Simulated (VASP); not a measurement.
# How thick must a slab of Cu(100) be?, part 5 of 7

How many layers does a slab of Cu(100) need before surface energy, work function and relaxation settle?

VASP 6.6.1; PBE; plane waves and PAW (Cu).

So far. Step 12 (Relaxing the slab, layers 8): The run ended after 11 ionic steps, 0.010 eV below its first step, once the forces on the free atoms met EDIFFG = -0.01. Step 13 (The vacuum level, layers 8): The vacuum level lies 4.45 eV above the Fermi level at the upper face; both faces agree, as the slab has next to no dipole.

### 14. Surface relaxation, layers 9

System of this step: Cu(100). The cell holds 9 atoms: 9 Cu. Its edges and angles: a = 2.566 Å, b = 2.566 Å, c = 29.513 Å, α = 90.0°, β = 90.0°, γ = 90.0°. It derives from Cu. 9 layers of fcc Cu, cut at this functional's lattice. Vacuum lies along c.

INCAR reads:

```
SYSTEM = Cu
PREC = Normal
ENCUT = 330
EDIFF = 1E-06
NELM = 120
ISMEAR = 1
SIGMA = 0.15
LREAL = .FALSE.
ALGO = Fast
GGA = PE
NBANDS = 61
LASPH = .TRUE.
LORBIT = 11
LWAVE = .FALSE.
LCHARG = .FALSE.
KPAR = 4
IBRION = 2
NSW = 50
ISIF = 2
EDIFFG = -0.01
POTIM = 0.4
MAXMIX = 40
```

POSCAR reads:

```
Cu
1.0
    2.5656253229      0.0000000000      0.0000000000
    0.0000000000      2.5656253229      0.0000000000
    0.0000000000      0.0000000000     29.5133685104
Cu
9
Direct
    0.0000000000      0.0000000000      0.2541221300
    0.5000000000      0.5000000000      0.3155916000
    0.0000000000      0.0000000000      0.3770610600
    0.5000000000      0.5000000000      0.4385305300
    0.0000000000      0.0000000000      0.5000000000
    0.5000000000      0.5000000000      0.5614694700
    0.0000000000      0.0000000000      0.6229389400
    0.5000000000      0.5000000000      0.6844084000
    0.0000000000      0.0000000000      0.7458778700
```

KPOINTS reads:

```
Automatic mesh
0
Gamma
13 13 1
0 0 0
```

The projector-augmented-wave data sets are Cu (PBE family, release 64).

Launch:

```console
$ mpirun -np 4 vasp_std
```

The log of the run:

```text
[banner, memory and clock lines left out]
running    4 mpi-ranks, on    1 nodes
[...]
LDA part: xc-table for (Slater+PW92), standard interpolation
 POSCAR, INCAR and KPOINTS ok, starting setup
[...]
entering main loop
       N       E                     dE             d eps       ncg     rms          rms(c)
DAV:   1     0.817875249596E+03    0.81788E+03   -0.33085E+04  3448   0.175E+03
DAV:   2     0.605679334208E+02   -0.75731E+03   -0.73322E+03  3416   0.399E+02
DAV:   3    -0.362521541021E+02   -0.96820E+02   -0.89128E+02  3549   0.192E+02
DAV:   4    -0.398478884287E+02   -0.35957E+01   -0.35657E+01  3742   0.512E+01
[...]
RMM:  24    -0.324179484399E+02   -0.19471E-05   -0.32009E-07  1957   0.532E-03    0.425E-04
RMM:  25    -0.324179495091E+02   -0.10693E-05   -0.16500E-07  1936   0.349E-03    0.564E-04
RMM:  26    -0.324179496816E+02   -0.17245E-06   -0.94893E-08  1899   0.311E-03
   1 F= -.32417950E+02 E0= -.32417911E+02  d E =-.324179E+02
[... from here on, the cycles between the ionic steps are left out ...]
   2 F= -.32423770E+02 E0= -.32423815E+02  d E =-.581993E-02
   3 F= -.32427907E+02 E0= -.32428065E+02  d E =-.995758E-02
   4 F= -.32427937E+02 E0= -.32428091E+02  d E =-.998742E-02
   5 F= -.32428515E+02 E0= -.32428670E+02  d E =-.577824E-03
   6 F= -.32428917E+02 E0= -.32429074E+02  d E =-.980096E-03
   7 F= -.32428910E+02 E0= -.32429068E+02  d E =-.973012E-03
   8 F= -.32428915E+02 E0= -.32429074E+02  d E =-.978216E-03
   9 F= -.32429061E+02 E0= -.32429211E+02  d E =-.146056E-03
  10 F= -.32429095E+02 E0= -.32429242E+02  d E =-.179503E-03
  11 F= -.32429127E+02 E0= -.32429265E+02  d E =-.211514E-03
[...]
reached required accuracy - stopping structural energy minimisation
```

It took 2.9 min on 4 MPI ranks of Intel Xeon 6975P-C (Granite Rapids), shared host; peak memory 0.95 GiB; 11 min of CPU time.

Parts of OUTCAR (step 14):

```text
  Total       -0.8979287     -0.8979287      0.1090748      0.0000000      0.0000000      0.0000000
  in kB       -7.4053777     -7.4053777      0.8995595      0.0000000      0.0000000      0.0000000
  external PRESSURE =      -4.6370653 kB  Pullay stress =       0.0000000 kB

 POSITION                                       TOTAL-FORCE (eV/Angst)
 -----------------------------------------------------------------------------------
      0.00000      0.00000      7.52758         0.000000      0.000000      0.000834
      1.28281      1.28281      9.29050        -0.000000     -0.000000     -0.005265
      2.56563      0.00000     11.11725        -0.000000      0.000000     -0.003298
      1.28281      1.28281     12.93601         0.000000      0.000000     -0.001366
      2.56563      0.00000     14.75668         0.000000      0.000000      0.000000
      1.28281      1.28281     16.57736        -0.000000      0.000000      0.001366
      0.00000      0.00000     18.39612        -0.000000     -0.000000      0.003298
      1.28281      1.28281     20.22287         0.000000     -0.000000      0.005265
      2.56563      0.00000     21.98579        -0.000000      0.000000     -0.000834
 -----------------------------------------------------------------------------------
    total drift:                                0.000000      0.000000     -0.000000

  FREE ENERGIE OF THE ION-ELECTRON SYSTEM (eV)
  ---------------------------------------------------
  free  energy   TOTEN  =       -32.4291268303 eV

  energy  without entropy=      -32.4295400865  energy(sigma->0) =      -32.42926458

[... 1 part as in an earlier step ...]

[... 3 further parts left out ...]
[key lines of the parts left out:]
E-fermi :   2.1298
```

The run ended after 11 ionic steps, 0.011 eV below its first step, once the forces on the free atoms met EDIFFG = -0.01.

### 15. The vacuum level, layers 9

Changes to INCAR since step 14:

```diff
@@ -16,7 +16,6 @@
 KPAR = 4
-IBRION = 2
-NSW = 50
-ISIF = 2
-EDIFFG = -0.01
-POTIM = 0.4
-MAXMIX = 40
+IDIPOL = 3
+LDIPOL = .TRUE.
+DIPOL = 0.5 0.5 0.5
+LVHAR = .TRUE.
+LVACPOTAV = .TRUE.
```

POSCAR reads:

```
Cu
1.0
    2.5656253229      0.0000000000      0.0000000000
    0.0000000000      2.5656253229      0.0000000000
    0.0000000000      0.0000000000     29.5133685104
Cu
9
Direct
    0.0000000000      0.0000000000      0.2550565387
    0.5000000000      0.5000000000      0.3147896676
    0.0000000000      0.0000000000      0.3766853258
    0.5000000000      0.5000000000      0.4383102956
    0.0000000000      0.0000000000      0.5000000000
    0.5000000000      0.5000000000      0.5616897044
    0.0000000000      0.0000000000      0.6233146742
    0.5000000000      0.5000000000      0.6852103324
    0.0000000000      0.0000000000      0.7449434613
```

KPOINTS is that of step 14.

Launch:

```console
$ mpirun -np 4 vasp_std
```

The log of the run:

```text
[... set-up lines as in an earlier step ...]
 entering main loop
       N       E                     dE             d eps       ncg     rms          rms(c)
DAV:   1     0.819311727692E+03    0.81931E+03   -0.33095E+04  3432   0.175E+03
DAV:   2     0.611484130806E+02   -0.75816E+03   -0.73368E+03  3416   0.399E+02
DAV:   3    -0.362759123834E+02   -0.97424E+02   -0.89450E+02  3524   0.193E+02
DAV:   4    -0.398775187185E+02   -0.36016E+01   -0.35720E+01  3775   0.513E+01
[...]
RMM:  23    -0.324291242159E+02   -0.15776E-04   -0.85579E-07  2353   0.741E-03    0.148E-03
RMM:  24    -0.324291268242E+02   -0.26083E-05   -0.40148E-07  2254   0.614E-03    0.587E-04
RMM:  25    -0.324291278132E+02   -0.98905E-06   -0.16166E-07  2198   0.349E-03
 [... a notice as in an earlier step ...]

   1 F= -.32429128E+02 E0= -.32429266E+02  d E =0.414878E-03
```

The job ended after 34 s (4 MPI ranks; peak memory 0.88 GiB; 2.2 min of CPU time).

Parts of OUTCAR (step 15):

```text
  Total       -0.8803946     -0.8803946      0.1281660      0.0000000      0.0000000      0.0000000
  in kB       -7.2607708     -7.2607708      1.0570078      0.0000000      0.0000000      0.0000000
  external PRESSURE =      -4.4881779 kB  Pullay stress =       0.0000000 kB

 POSITION                                       TOTAL-FORCE (eV/Angst)
 -----------------------------------------------------------------------------------
      0.00000      0.00000      7.52758        -0.000000      0.000000      0.000467
      1.28281      1.28281      9.29050        -0.000000      0.000000     -0.005107
      0.00000      0.00000     11.11725         0.000000     -0.000000     -0.003256
      1.28281      1.28281     12.93601        -0.000000     -0.000000     -0.000261
      0.00000      0.00000     14.75668        -0.000000     -0.000000      0.000000
      1.28281      1.28281     16.57736         0.000000     -0.000000      0.000261
      0.00000      0.00000     18.39612        -0.000000     -0.000000      0.003256
      1.28281      1.28281     20.22287        -0.000000      0.000000      0.005107
      0.00000      0.00000     21.98579         0.000000     -0.000000     -0.000467
 -----------------------------------------------------------------------------------
    total drift:                                0.000000      0.000000      0.000000

  FREE ENERGIE OF THE ION-ELECTRON SYSTEM (eV)
  ---------------------------------------------------
  free  energy   TOTEN  =       -32.4291278132 eV

  energy  without entropy=      -32.4295426908  energy(sigma->0) =      -32.42926611

[... 2 parts as in an earlier step ...]

[... 1 further part left out ...]
[key lines of the parts left out:]
E-fermi :   2.1292
```

The planar average of the electrostatic potential oscillates, so the rows of the table below give means over windows of 1.79 Å about each position, cut where the curve ends. Its maxima inside the range that stand out by 2 % of the span (Å: eV): 8.4: -1.90, 10.2: -1.22, 12.0: -1.30, 13.8: -1.37, 15.7: -1.37, 17.5: -1.30, 19.3: -1.22, 21.1: -1.90. Its minima: 7.5: -12.2, 9.3: -12.5, 11.1: -12.4, 13.0: -12.5, 14.8: -12.5, 16.5: -12.5, 18.4: -12.4, 20.2: -12.5, 22.0: -12.2.

Zero at the Fermi level. The planar average of the electrostatic potential by height; means over each step:

height (Å), planar average of the electrostatic potential (eV) and a bar from the least value:
```
     0.90        4.5 ##############################
     2.69        4.5 ##############################
     4.47        4.5 ##############################
     6.27        1.3 ######################
     8.05       -7.6 
     9.84       -7.4 #
    11.63       -7.4 #
    13.43       -7.4 #
    15.21       -7.4 #
    17.00       -7.4 #
    18.79       -7.4 #
    20.59       -7.7 
    22.38       -5.8 #####
    24.16        4.2 #############################
    25.96        4.5 ##############################
    27.75        4.5 ##############################
```

The vacuum level lies 4.52 eV above the Fermi level at the upper face; both faces agree, as the slab has next to no dipole.

The program found no field-free point at its default tolerance, and its printed vacuum level lies off the flat part of the planar average, by -0.01 eV at the upper face; the levels here are read from the flat part.

### 16. Relaxing the slab, layers 10

System of this step: Cu(100). The cell holds 10 atoms: 10 Cu. Cell: a = 2.566 Å, b = 2.566 Å, c = 31.328 Å, α = 90.0°, β = 90.0°, γ = 90.0°. It derives from Cu. 10 layers of fcc Cu, cut at this functional's lattice. Vacuum lies along c.

INCAR reads:

```
SYSTEM = Cu
PREC = Normal
ENCUT = 330
EDIFF = 1E-06
NELM = 120
ISMEAR = 1
SIGMA = 0.15
LREAL = .FALSE.
ALGO = Fast
GGA = PE
NBANDS = 68
LASPH = .TRUE.
LORBIT = 11
LWAVE = .FALSE.
LCHARG = .FALSE.
KPAR = 4
IBRION = 2
NSW = 50
ISIF = 2
EDIFFG = -0.01
POTIM = 0.4
MAXMIX = 40
```

POSCAR reads:

```
Cu
1.0
    2.5656253229      0.0000000000      0.0000000000
    0.0000000000      2.5656253229      0.0000000000
    0.0000000000      0.0000000000     31.3275395742
Cu
10
Direct
    0.5000000000      0.5000000000      0.2394059700
    0.0000000000      0.0000000000      0.2973157500
    0.5000000000      0.5000000000      0.3552255400
    0.0000000000      0.0000000000      0.4131353200
    0.5000000000      0.5000000000      0.4710451100
    0.0000000000      0.0000000000      0.5289548900
    0.5000000000      0.5000000000      0.5868646800
    0.0000000000      0.0000000000      0.6447744600
    0.5000000000      0.5000000000      0.7026842500
    0.0000000000      0.0000000000      0.7605940300
```

KPOINTS is that of step 15.

Launch:

```console
$ mpirun -np 4 vasp_std
```

The log of the run:

```text
[banner, memory and clock lines left out]
running    4 mpi-ranks, on    1 nodes
[...]
LDA part: xc-table for (Slater+PW92), standard interpolation
 POSCAR, INCAR and KPOINTS ok, starting setup
[...]
entering main loop
       N       E                     dE             d eps       ncg     rms          rms(c)
DAV:   1     0.924598077860E+03    0.92460E+03   -0.36829E+04  3848   0.179E+03
DAV:   2     0.761837434732E+02   -0.84841E+03   -0.82084E+03  3808   0.407E+02
DAV:   3    -0.398288657478E+02   -0.11601E+03   -0.10582E+03  3908   0.198E+02
DAV:   4    -0.444701918294E+02   -0.46413E+01   -0.45964E+01  4188   0.556E+01
[...]
RMM:  23    -0.361813242406E+02   -0.68523E-05   -0.72741E-07  2219   0.749E-03    0.906E-04
RMM:  24    -0.361813272491E+02   -0.30085E-05   -0.30275E-07  2189   0.472E-03    0.936E-04
RMM:  25    -0.361813277809E+02   -0.53187E-06   -0.17420E-07  2146   0.387E-03
   1 F= -.36181328E+02 E0= -.36181874E+02  d E =-.361813E+02
[... from here on, the cycles between the ionic steps are left out ...]
   2 F= -.36187170E+02 E0= -.36187769E+02  d E =-.584221E-02
   3 F= -.36190650E+02 E0= -.36191324E+02  d E =-.932172E-02
   4 F= -.36190971E+02 E0= -.36191690E+02  d E =-.964303E-02
   5 F= -.36190960E+02 E0= -.36191675E+02  d E =-.963259E-02
   6 F= -.36191368E+02 E0= -.36192077E+02  d E =-.407574E-03
   7 F= -.36191692E+02 E0= -.36192402E+02  d E =-.731480E-03
   8 F= -.36191711E+02 E0= -.36192416E+02  d E =-.750352E-03
   9 F= -.36191749E+02 E0= -.36192457E+02  d E =-.788296E-03
  10 F= -.36191747E+02 E0= -.36192455E+02  d E =-.786700E-03
  11 F= -.36191748E+02 E0= -.36192456E+02  d E =-.787794E-03
  12 F= -.36191855E+02 E0= -.36192557E+02  d E =-.107251E-03
  13 F= -.36191933E+02 E0= -.36192631E+02  d E =-.185029E-03
  14 F= -.36192022E+02 E0= -.36192709E+02  d E =-.884378E-04
 trial-energy change:   -0.000088  1 .order   -0.000068   -0.000097   -0.000039
 step:   2.9154(harm=  4.0960)  dis= 0.00189  next Energy=   -36.192026 (dE=-0.924E-04)
 reached required accuracy - stopping structural energy minimisation
```

The job ended after 4.2 min (4 MPI ranks; peak memory 1 GiB; 17 min of CPU time).

Parts of OUTCAR (step 16):

```text
  Total       -0.8565881     -0.8565881      0.3345675      0.0000000      0.0000000      0.0000000
  in kB       -6.6553338     -6.6553338      2.5994507      0.0000000      0.0000000      0.0000000
  external PRESSURE =      -3.5704056 kB  Pullay stress =       0.0000000 kB

 POSITION                                       TOTAL-FORCE (eV/Angst)
 -----------------------------------------------------------------------------------
      1.28281      1.28281      7.52303        -0.000000     -0.000000     -0.009912
      2.56563      0.00000      9.28841         0.000000     -0.000000     -0.001809
      1.28281      1.28281     11.11476        -0.000000     -0.000000     -0.003539
      2.56563      0.00000     12.94067        -0.000000      0.000000     -0.003254
      1.28281      1.28281     14.75647        -0.000000     -0.000000     -0.001707
      2.56563      2.56563     16.57107        -0.000000      0.000000      0.001707
      1.28281      1.28281     18.38687        -0.000000     -0.000000      0.003254
      2.56563      0.00000     20.21278         0.000000     -0.000000      0.003539
      1.28281      1.28281     22.03913        -0.000000     -0.000000      0.001809
      0.00000      0.00000     23.80451        -0.000000      0.000000      0.009912
 -----------------------------------------------------------------------------------
    total drift:                                0.000000      0.000000     -0.000000

  FREE ENERGIE OF THE ION-ELECTRON SYSTEM (eV)
  ---------------------------------------------------
  free  energy   TOTEN  =       -36.1920216311 eV

  energy  without entropy=      -36.1940823236  energy(sigma->0) =      -36.19270853

[... 1 part as in an earlier step ...]

[... 3 further parts left out ...]
[key lines of the parts left out:]
E-fermi :   2.4604
```

The run ended after 14 ionic steps, 0.011 eV below its first step, once the forces on the free atoms met EDIFFG = -0.01.

### 17. The vacuum level, layers 10

Changes to INCAR since step 16:

```diff
@@ -16,7 +16,6 @@
 KPAR = 4
-IBRION = 2
-NSW = 50
-ISIF = 2
-EDIFFG = -0.01
-POTIM = 0.4
-MAXMIX = 40
+IDIPOL = 3
+LDIPOL = .TRUE.
+DIPOL = 0.5 0.5 0.5
+LVHAR = .TRUE.
+LVACPOTAV = .TRUE.
```

POSCAR reads:

```
Cu
1.0
    2.5656253229      0.0000000000      0.0000000000
    0.0000000000      2.5656253229      0.0000000000
    0.0000000000      0.0000000000     31.3275395742
Cu
10
Direct
    0.5000000000      0.5000000000      0.2401410049
    0.0000000000      0.0000000000      0.2964935171
    0.5000000000      0.5000000000      0.3547920591
    0.0000000000      0.0000000000      0.4130764140
    0.5000000000      0.5000000000      0.4710381818
    0.0000000000      0.0000000000      0.5289618182
    0.5000000000      0.5000000000      0.5869235860
    0.0000000000      0.0000000000      0.6452079409
    0.5000000000      0.5000000000      0.7035064829
    0.0000000000      0.0000000000      0.7598589951
```

KPOINTS is that of step 16.

Launch:

```console
$ mpirun -np 4 vasp_std
```

The log of the run:

```text
[... set-up lines as in an earlier step ...]
 entering main loop
       N       E                     dE             d eps       ncg     rms          rms(c)
DAV:   1     0.925251300533E+03    0.92525E+03   -0.36845E+04  3848   0.179E+03
DAV:   2     0.763360050050E+02   -0.84892E+03   -0.82157E+03  3808   0.408E+02
DAV:   3    -0.398525887597E+02   -0.11619E+03   -0.10620E+03  3912   0.199E+02
DAV:   4    -0.444980923657E+02   -0.46455E+01   -0.45992E+01  4192   0.556E+01
[...]
RMM:  23    -0.361920172435E+02   -0.65703E-05   -0.72265E-07  2542   0.755E-03    0.957E-04
RMM:  24    -0.361920208057E+02   -0.35622E-05   -0.33135E-07  2515   0.488E-03    0.909E-04
RMM:  25    -0.361920212629E+02   -0.45715E-06   -0.14556E-07  2360   0.350E-03
 [... a notice as in an earlier step ...]

   1 F= -.36192021E+02 E0= -.36192707E+02  d E =0.205835E-02
 [... a notice as in an earlier step ...]
```

The job ended after 38 s (4 MPI ranks; peak memory 0.95 GiB; 2.5 min of CPU time).

Parts of OUTCAR (step 17):

```text
  Total       -0.9876432     -0.9876432      0.1986652      0.0000000      0.0000000      0.0000000
  in kB       -7.6735776     -7.6735776      1.5435460      0.0000000      0.0000000      0.0000000
  external PRESSURE =      -4.6012031 kB  Pullay stress =       0.0000000 kB

 POSITION                                       TOTAL-FORCE (eV/Angst)
 -----------------------------------------------------------------------------------
      1.28281      1.28281      7.52303         0.000000     -0.000000     -0.010846
      0.00000      0.00000      9.28841         0.000000      0.000000     -0.002580
      1.28281      1.28281     11.11476         0.000000     -0.000000     -0.003375
      0.00000      0.00000     12.94067         0.000000      0.000000     -0.004726
      1.28281      1.28281     14.75647         0.000000      0.000000     -0.002914
      0.00000      0.00000     16.57107         0.000000      0.000000      0.002914
      1.28281      1.28281     18.38687        -0.000000      0.000000      0.004726
      0.00000      0.00000     20.21278         0.000000      0.000000      0.003375
      1.28281      1.28281     22.03913         0.000000     -0.000000      0.002580
      0.00000      0.00000     23.80451         0.000000      0.000000      0.010846
 -----------------------------------------------------------------------------------
    total drift:                                0.000000      0.000000      0.000000

  FREE ENERGIE OF THE ION-ELECTRON SYSTEM (eV)
  ---------------------------------------------------
  free  energy   TOTEN  =       -36.1920212629 eV

  energy  without entropy=      -36.1940796113  energy(sigma->0) =      -36.19270738

[... 2 parts as in an earlier step ...]

[... 1 further part left out ...]
[key lines of the parts left out:]
E-fermi :   2.4608
```

The program warns that it found no field-free vacuum at its default tolerance, so these levels carry more doubt.

(Part 5 of 7 ends here.)

[Lines on the potential files, build, host, timing and source positions are cut from VASP's logs without a mark.]

[Logs are printed without paths, hosts, clocks, repeated set-up lines and the standing remarks that a program may print on its own settings, such as how far it seeks lower states.]

[Hosts, paths, dates, database ids (printed as entryN), source tags and the programs' standing remarks are cut or masked in the printed files.]

[Runs that stopped without an error message from VASP are left out.]
